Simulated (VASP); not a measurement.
LaPRuO:

```xyz
8
Lattice="4.0480 0.0000 0.0000 0.0000 4.0480 0.0000 0.0000 0.0000 8.4100" Properties=species:S:1:pos:R:3 pbc="T T T"
La    0.0000    2.0240    7.1406
La    2.0240    0.0000    1.2694
P     2.0240    0.0000    5.4417
P     0.0000    2.0240    2.9683
Ru    0.0000    0.0000    4.2050
Ru    2.0240    2.0240    4.2050
O     2.0240    2.0240    0.0000
O     0.0000    0.0000    0.0000
```

The cell was built by a generator and needn't be a form met in nature.

```yaml
Program: VASP 6.6.1
Task: relaxation of cell and atoms
Functional: PBE
Potentials_or_basis: VASP PAW PBE potentials, release 64 (La, P, Ru_pv, O)
Cutoff: 600 eV
k_mesh: 8 × 8 × 4
Occupations: gaussian, width 0.03 eV
Spin: no spin polarisation
```

At the start: pressure -1.3 GPa; volume 17.23 Å³/atom.

Q: Where does the relaxation end?

A: Over 12 steps the energy falls by 18.3 meV/atom and the volume is 17.52 Å³/atom (+1.7 %); space group P4/nmm (No. 129, to 0.05 Å).

The path:
| step | energy change (eV) | largest force (eV/Å) | pressure (GPa) | volume (Å³) |
| --- | --- | --- | --- | --- |
| 1 | 0.0000 | 1.0985 | -1.27 | 137.81 |
| 2 | -0.0766 | 0.2563 | 4.35 | 135.09 |
| 3 | -0.0864 | 0.3989 | 2.83 | 135.78 |
| 4 | -0.1416 | 0.1724 | -0.14 | 140.09 |
| 5 | -0.1418 | 0.1618 | -0.01 | 139.88 |
| 6 | -0.1457 | 0.0380 | -0.01 | 140.02 |
| 7 | -0.1464 | 0.0326 | -0.03 | 140.11 |
| 8 | -0.1464 | 0.0363 | -0.02 | 140.12 |
| 9 | -0.1467 | 0.0161 | 0.11 | 140.07 |
| 10 | -0.1467 | 0.0156 | 0.13 | 140.06 |
| 11 | -0.1466 | 0.0270 | -0.13 | 140.34 |
| 12 | -0.1467 | 0.0046 | 0.01 | 140.19 |

Final structure:
```yaml
crystal:
  lattice:
    - [4.06156, 0.00000, 0.00000]
    - [0.00000, 4.06156, 0.00000]
    - [0.00000, 0.00000, 8.49842]
  atoms:
    - { symbol: La, position: [0.00000, 0.50000, 0.85529] }
    - { symbol: La, position: [0.50000, 0.00000, 0.14471] }
    - { symbol: P, position: [0.50000, 0.00000, 0.63611] }
    - { symbol: P, position: [0.00000, 0.50000, 0.36389] }
    - { symbol: Ru, position: [0.00000, 0.00000, 0.50000] }
    - { symbol: Ru, position: [0.50000, 0.50000, 0.50000] }
    - { symbol: O, position: [0.50000, 0.50000, 0.00000] }
    - { symbol: O, position: [0.00000, 0.00000, 0.00000] }
```
